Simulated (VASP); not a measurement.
# TiAl2B2 in VASP: further runs

The runs below take TiAl2B2 through work function, with PBE, LDA, PW91+D4.

All numbers are computed with VASP 6.6.1; they aren't measurements. Logs are shortened: lines on timing, memory, paths and dates and some standing lists are left out, and cuts for length are marked.

## Step 1: The sheet as given

The cell holds a sheet with vacuum, 5 atoms: a = 3.871 Å, b = 3.871 Å, c = 31.088 Å, α = 90.00°, β = 90.00°, γ = 120.00°.

The cell was built by a generator and needn't be a form met in nature.

## Step 2: Work function, PBE

Input file INCAR:

```
PREC = Accurate
ENCUT = 520
EDIFF = 1E-6
ISMEAR = 0
SIGMA = 0.05
LREAL = False
LASPH = True
NELM = 100
ALGO = Normal
ISIF = 2
LWAVE = False
LCHARG = True
LDIPOL = True
IDIPOL = 3
DIPOL = 0.5 0.5 0.288
GGA = PE
LELF = True
LVHAR = True
LVACPOTAV = True
```

Input file KPOINTS:

```
regular mesh
0
Gamma
  8 8 1
```

Input file POSCAR:

```
TiAl2B2
1.0
    3.8713400000      0.0000000000      0.0000000000
   -1.9356700000      3.3526800000      0.0000000000
    0.0000000000      0.0000000000     31.0880000000
Ti Al B
1 2 2
Direct
    0.0000000000      0.0000000000      0.2759400000
    0.3333300000      0.6666700000      0.3344400000
    0.6666700000      0.3333300000      0.3344400000
    0.3333300000      0.6666700000      0.2477700000
    0.6666700000      0.3333300000      0.2477700000
```

Potentials or basis: VASP PAW PBE potentials, release 64 (Ti_sv, Al, B).

Started as:

```
$ cat potpaw_PBE.64/Ti_sv/POTCAR potpaw_PBE.64/Al/POTCAR potpaw_PBE.64/B/POTCAR > POTCAR
$ mpirun -np 1 vasp_std > vasp.out
```

OUTCAR:

```text
PREC = Accurate
   ENCUT = 520
   EDIFF = 1E-6
   ISMEAR = 0
   LREAL = False
   LASPH = True
   NELM = 100
   ISIF = 2
   GGA = PE

 ion  position               nearest neighbor table
   1  0.000  0.000  0.276-   4 2.40   5 2.40   5 2.40   4 2.40   5 2.40   4 2.40   2 2.88   3 2.88
                             2 2.88   3 2.88   3 2.88   2 2.88
   2  0.333  0.667  0.334-   3 2.24   3 2.24   3 2.24   4 2.69   1 2.88   1 2.88   1 2.88
   3  0.667  0.333  0.334-   2 2.24   2 2.24   2 2.24   5 2.69   1 2.88   1 2.88   1 2.88
   4  0.333  0.667  0.248-   1 2.40   1 2.40   1 2.40   2 2.69
   5  0.667  0.333  0.248-   1 2.40   1 2.40   1 2.40   3 2.69

  LATTYP: Found a hexagonal cell.
 ALAT       =     3.8713400000
 C/A-ratio  =     8.0302944200

  Lattice vectors:

 A1 = (   3.8713400000,   0.0000000000,   0.0000000000)
 A2 = (  -1.9356700000,   3.3526800000,   0.0000000000)
 A3 = (   0.0000000000,   0.0000000000,  31.0880000000)

Analysis of symmetry for initial positions (statically):
=====================================================================
 Subroutine PRICEL returns:
 Original cell was already a primitive cell.

 Routine SETGRP: Setting up the symmetry group for a
 hexagonal supercell.

 Subroutine GETGRP returns: Found  4 space group operations
 (whereof  4 operations were pure point group operations)
 out of a pool of 24 trial point group operations.

The static configuration has the point symmetry C_2v.

Analysis of symmetry for dynamics (positions and initial velocities):
=====================================================================
 Subroutine PRICEL returns:
 Original cell was already a primitive cell.

 Routine SETGRP: Setting up the symmetry group for a
 hexagonal supercell.

 Subroutine GETGRP returns: Found  4 space group operations
 (whereof  4 operations were pure point group operations)
 out of a pool of 24 trial point group operations.

The dynamic configuration has the point symmetry C_2v.

 Subroutine INISYM returns: Found  4 space group operations
 (whereof  4 operations are pure point group operations),
 and found     1 'primitive' translations

----------------------------------------------------------------------------------------

                                     Primitive cell

  volume of cell :     403.5025

  direct lattice vectors                    reciprocal lattice vectors
     3.871340000  0.000000000  0.000000000     0.258308493  0.149134424  0.000000000
    -1.935670000  3.352680000  0.000000000     0.000000000  0.298268848  0.000000000
     0.000000000  0.000000000 31.088000000     0.000000000  0.000000000  0.032166752

  length of vectors
     3.871340000  3.871341051 31.088000000     0.298268929  0.298268848  0.032166752

  position of ions in fractional coordinates (direct lattice)
     0.000000000  0.000000000  0.275940000
     0.333330000  0.666670000  0.334440000
     0.666670000  0.333330000  0.334440000
     0.333330000  0.666670000  0.247770000
     0.666670000  0.333330000  0.247770000

  ion indices of the primitive-cell ions
   primitive index   ion index
                 1           1
                 2           2
                 3           3
                 4           4
                 5           5

----------------------------------------------------------------------------------------

 KPOINTS: regular mesh

Automatic generation of k-mesh.
 Grid dimensions read from file:
 generate k-points for:    8    8    1

 Generating k-lattice:

  Cartesian coordinates                     Fractional coordinates (reciprocal lattice)
     0.032288562  0.018641803  0.000000000     0.125000000 -0.000000000  0.000000000
     0.000000000  0.037283606  0.000000000     0.000000000  0.125000000  0.000000000
     0.000000000  0.000000000  0.032166752     0.000000000  0.000000000  1.000000000

  Length of vectors
     0.037283616  0.037283606  0.032166752

  Shift w.r.t. Gamma in fractional coordinates (k-lattice)
     0.000000000  0.000000000  0.000000000

 Subroutine IBZKPT returns following result:
 ===========================================

 Found     21 irreducible k-points:

 Following reciprocal coordinates:
            Coordinates               Weight
  0.000000  0.000000  0.000000      1.000000
  0.125000  0.000000  0.000000      4.000000
 -0.125000  0.125000  0.000000      2.000000
  0.250000  0.000000  0.000000      4.000000
 -0.250000  0.250000  0.000000      2.000000
  0.375000  0.000000  0.000000      4.000000
[... 13 lines left out ...]
  0.375000  0.250000  0.000000      4.000000
  0.375000  0.375000  0.000000      2.000000
   k-points           NKPTS =     21   k-points in BZ     NKDIM =     21   number of bands    NBANDS=     16
   number of dos      NEDOS =    301   number of ions     NIONS =      5
   total plane-waves  NPLWV = 216000
   dimension x,y,z NGX =    30 NGY =   30 NGZ =  240
   dimension x,y,z NGXF=    60 NGYF=   60 NGZF=  480
   ions per type =               1   2   2
   NGX,Y,Z   is equivalent  to a cutoff of  12.88, 12.88, 12.83 a.u.
   NGXF,Y,Z  is equivalent  to a cutoff of  25.77, 25.77, 25.67 a.u.
 SYSTEM =  unknown system
   PREC   = accura    normal or accurate (medium, high low for compatibility)
   ISTART =      0    job   : 0-new  1-cont  2-samecut
   ICHARG =      2    charge: 1-file 2-atom 10-const
   ISPIN  =      1    spin polarized calculation?
   LNONCOLLINEAR =      F non collinear calculations
   LSORBIT =      F    spin-orbit coupling
   LASPH  =      T    aspherical Exc in radial PAW
   ENCUT  =  520.0 eV  38.22 Ry    6.18 a.u.   7.20  7.20 57.80*2*pi/ulx,y,z
   NELM   =    100;   NELMIN=  2; NELMDL= -5     # of ELM steps
   EDIFF  = 0.1E-05   stopping-criterion for ELM
   LREAL  =      F    real-space projection
   EDIFFG = 0.1E-04   stopping-criterion for IOM
   NSW    =      0    number of steps for IOM
   IBRION =     -1    ionic relax: 0-MD 1-quasi-New 2-CG
   NFREE  =      0    steps in history (QN), initial steepest desc. (CG)
   ISIF   =      2    stress and relaxation
   ISYM   =      2    0-nonsym 1-usesym 2-fastsym
   POTIM  = 0.5000    time-step for ionic-motion
   TEBEG  =    0.0;   TEEND  =   0.0 temperature during run
   PSTRESS=    0.0 pullay stress
   NELECT =      24.0000    total number of electrons
   NUPDOWN=      -1.0000    fix difference up-down
   EMIN   =  10.00;   EMAX   =-10.00  energy-range for DOS
   EFERMI =   0.00;   METHOD = LEGACY
   ISMEAR =     0;   SIGMA  =   0.05  broadening in eV -4-tet -1-fermi 0-gaus
   EFERMI_NEDOS =   21; number of points for ismear=-14 and -15
   IALGO  =     38    algorithm
   IMIX   =      4    mixing-type and parameters
     AMIX     =   0.40;   BMIX     =  1.00
     AMIX_MAG =   1.60;   BMIX_MAG =  1.00
  volume/ion in A,a.u.               =      80.70       544.59
  Fermi-wavevector in a.u.,A,eV,Ry     =   0.639043  1.207616  5.556286  0.408376
  Thomas-Fermi vector in A             =   1.704586
   LORBIT       =      0    0 simple, 1 ext, 2 COOP (PROOUT), +10 PAW based schemes
   GGA     = PE    functional components
   LHFCALC =     F    Hartree Fock is set to
   AEXX    =    0.0000 exact exchange contribution
   IVDW    =     0    specifies the selected vdW correction
   LEPSILON=     F    determine dielectric tensor
   LRPA    =     F    only Hartree local field effects (RPA)
 non-spin polarized calculation
 Gauss-broadening in eV      SIGMA  =   0.05
  energy-cutoff  :      520.00
  volume of cell :      403.50
 maximum number of plane-waves:     10907
 NGX is ok and might be reduce to    30
   NGX = 15   NGY = 15   NGZ =115

 dipolmoment           0.000000      0.000000      0.005600 electrons x Angstroem

 number of electron      23.9999999 magnetization

 dipolmoment           0.000000      0.000000     -0.029481 electrons x Angstroem

 Free energy of the ion-electron system (eV)
  ---------------------------------------------------
  ext. energy  EPLUGINS =         0.00000000
  ---------------------------------------------------
  free energy    TOTEN  =       -24.09226076 eV

  energy without entropy =      -24.09111505  energy(sigma->0) =      -24.09168791

 E-fermi :  -2.7814     XC(G=0):  -2.3118

 val. band max:       -2.8410686257   @ k =   0.1250   0.1250   0.0000
 cond. band min:      -2.7646210874   @ k =   0.0000   0.0000   0.0000
 fundamental gap:      0.0764475383
 Fermi energy:        -2.7813714536

 k-point     1 :       0.0000    0.0000    0.0000
  band No.  band energies     occupation
      1     -59.8026      2.00000
      2     -36.0904      2.00000
      3     -36.0904      2.00000
      4     -36.0373      2.00000
      5     -13.2463      2.00000
      6     -10.6825      2.00000
[... 8 lines left out ...]
     15      -1.3716      0.00000
     16       0.2126      0.00000

 k-point     2 :       0.1250    0.0000    0.0000
  band No.  band energies     occupation
      1     -59.8023      2.00000
      2     -36.0963      2.00000
      3     -36.0919      2.00000
      4     -36.0365      2.00000
      5     -13.0511      2.00000
      6     -10.5241      2.00000
[... 8 lines left out ...]
     15      -1.1766      0.00000
     16      -0.8074      0.00000

 k-point     3 :      -0.1250    0.1250    0.0000
  band No.  band energies     occupation
      1     -59.8023      2.00000
      2     -36.0963      2.00000
      3     -36.0919      2.00000
      4     -36.0365      2.00000
      5     -13.0511      2.00000
      6     -10.5241      2.00000
[... 8 lines left out ...]
     15      -1.1766      0.00000
     16      -0.8075      0.00000

 k-point     4 :       0.2500    0.0000    0.0000
  band No.  band energies     occupation
      1     -59.8015      2.00000
      2     -36.1106      2.00000
      3     -36.0956      2.00000
      4     -36.0348      2.00000
      5     -12.4853      2.00000
      6     -10.0603      2.00000
[... 8 lines left out ...]
     15      -1.2902      0.00000
     16      -0.3166      0.00000

 k-point     5 :      -0.2500    0.2500    0.0000
  band No.  band energies     occupation
      1     -59.8015      2.00000
      2     -36.1106      2.00000
      3     -36.0956      2.00000
      4     -36.0348      2.00000
      5     -12.4853      2.00000
      6     -10.0603      2.00000
[... 8 lines left out ...]
     15      -1.2902      0.00000
     16      -0.3165      0.00000

 k-point     6 :       0.3750    0.0000    0.0000
  band No.  band energies     occupation
      1     -59.8007      2.00000
      2     -36.1248      2.00000
      3     -36.0992      2.00000
      4     -36.0331      2.00000
      5     -11.6169      2.00000
      6      -9.3680      2.00000
[... 8 lines left out ...]
     15      -1.2248      0.00000
     16      -1.1037      0.00000
[... 210 lines left out ...]
 k-point    18 :       0.2500    0.2500    0.0000
  band No.  band energies     occupation
      1     -59.8004      2.00000
      2     -36.1231      2.00000
      3     -36.1082      2.00000
      4     -36.0324      2.00000
      5     -11.1498      2.00000
      6      -9.2816      2.00000
[... 8 lines left out ...]
     15      -1.1703      0.00000
     16      -0.6229      0.00000

 k-point    19 :      -0.2500    0.5000    0.0000
  band No.  band energies     occupation
      1     -59.8004      2.00000
      2     -36.1232      2.00000
      3     -36.1082      2.00000
      4     -36.0324      2.00000
      5     -11.1498      2.00000
      6      -9.2815      2.00000
[... 8 lines left out ...]
     15      -1.1702      0.00000
     16      -0.6230      0.00000

 k-point    20 :       0.3750    0.2500    0.0000
  band No.  band energies     occupation
      1     -59.8001      2.00000
      2     -36.1236      2.00000
      3     -36.1130      2.00000
      4     -36.0319      2.00000
      5     -10.4250      2.00000
      6      -9.9247      2.00000
[... 8 lines left out ...]
     15      -1.4206      0.00000
     16      -1.0894      0.00000

 k-point    21 :       0.3750    0.3750    0.0000
  band No.  band energies     occupation
      1     -59.8001      2.00000
      2     -36.1236      2.00000
      3     -36.1130      2.00000
      4     -36.0319      2.00000
      5     -10.4251      2.00000
      6      -9.9245      2.00000
[... 8 lines left out ...]
     15      -1.4206      0.00000
     16      -1.0895      0.00000

------------------------ aborting loop because EDIFF is reached ----------------------------------------

  FORCE on cell =-STRESS in cart. coord.  units (eV):
  Direction    XX          YY          ZZ          XY          YZ          ZX
  --------------------------------------------------------------------------------------
  -------------------------------------------------------------------------------------
  Total        0.0259483      0.0265305     -0.0331999      0.0005043      0.0000000      0.0000000
  in kB        0.1030321      0.1053442     -0.1318261      0.0020022      0.0000000      0.0000000
  external PRESSURE =       0.0255167 kB  Pullay stress =       0.0000000 kB

 VOLUME and BASIS-vectors are now :
 -----------------------------------------------------------------------------
  energy-cutoff  :      520.00
  volume of cell :      403.50
      direct lattice vectors                 reciprocal lattice vectors
     3.871340000  0.000000000  0.000000000     0.258308493  0.149134424  0.000000000
    -1.935670000  3.352680000  0.000000000     0.000000000  0.298268848  0.000000000
     0.000000000  0.000000000 31.088000000     0.000000000  0.000000000  0.032166752

 POSITION                                       TOTAL-FORCE (eV/Angst)
 -----------------------------------------------------------------------------------
      0.00000      0.00000      8.57842         0.000000      0.000000      0.009536
     -0.00002      2.23513     10.39707         0.000731     -0.000422     -0.004940
      1.93569      1.11755     10.39707        -0.000731      0.000422     -0.004940
     -0.00002      2.23513      7.70267        -0.000055      0.000032      0.000172
      1.93569      1.11755      7.70267         0.000055     -0.000032      0.000172
 -----------------------------------------------------------------------------------
    total drift:                               -0.000000     -0.000000      0.000480

  FREE ENERGIE OF THE ION-ELECTRON SYSTEM (eV)
  ---------------------------------------------------
  free  energy   TOTEN  =       -24.0922607601 eV

  energy  without entropy=      -24.0911150517  energy(sigma->0) =      -24.09168791

 vacuum level on the upper side and lower side of the slab         1.801         2.212
```

Wall time 2.8 min (1 thread of Intel Xeon 6975P-C (Granite Rapids), shared host); peak memory 0.6 GiB.

Results:

| Quantity | Value |
| --- | --- |
| Free energy | -24.0923 eV |
| Largest force | 0.010 eV/Å |
| Band gap on the k mesh | 0.08 eV, indirect (least direct gap 0.09 eV) |
| Ionisation potential of the upper face | 4.64 eV |

Forces in eV/Å, atoms in the order of the input:
```
Ti   0.000  0.000  0.010
Al   0.001  0.000 -0.005
Al  -0.001  0.000 -0.005
B    0.000  0.000  0.000
B    0.000  0.000  0.000
```

PBE gaps usually lie below the measured ones, often by a third to a half.

(Part 1 of 2 ends here.)
